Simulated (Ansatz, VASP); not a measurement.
# One calculation of MnB3Ir, two programs

```
CELL_PARAMETERS angstrom
4.07151 0.00000 0.00000
0.00000 4.07151 0.00000
0.00000 0.00000 4.07151
ATOMIC_POSITIONS crystal
Mn 0.00000 0.00000 0.00000
B 0.00000 0.50000 0.50000
B 0.50000 0.50000 0.00000
B 0.50000 0.00000 0.50000
Ir 0.50000 0.50000 0.50000
```

Change from the starting cell: species swapped into the ZrBRh3 type (Pm-3m, No. 221).

Alike in both runs: functional PBE; k mesh 4 × 4 × 4; occupations gaussian, width 0.1 eV; collinear spin.

Ansatz relaxed the structure, and its values are those at the end. VASP's run is a single point on that final structure, the one shown.

|  | VASP | Ansatz |
| --- | --- | --- |
| version | VASP 6.6.1 | Ansatz 0.2.0 |
| potentials or method | VASP PAW PBE potentials, release 64 (Mn_pv, B, Ir) | scalar-relativistic, plane waves, PAW |
| plane-wave cutoff (eV) | 520 | 420 |
| valence electrons in the cell | 31 | 41 |

VASP gave:

| Quantity | Value |
| --- | --- |
| gap on the k mesh at the Fermi level (eV) | none |
| pressure (GPa) | 0.4 |
| net moment per atom (μB) | 0.83 |
| size of the moment on the site where the two differ most (μB) | 0.13 |

Task: Estimate Ansatz's values.

Result: gap on the k mesh at the Fermi level (eV): none; pressure (GPa): 0.1; net moment per atom (μB): 0.83; size of the moment on the site where the two differ most (μB): 0.05.

Site moments also hang on the region over which each program counts them. A gap of «none» marks a metal or a gap that the smearing closes. The two sets of potentials don't hold the same shells in valence.

Caveats: the k mesh is coarse (spacing up to 0.39 Å⁻¹), so the values aren't converged; a cell with one magnetic atom can't hold antiferromagnetic order, which such compounds often take. The runs have no spin-orbit coupling, so splittings on Ir are missing.
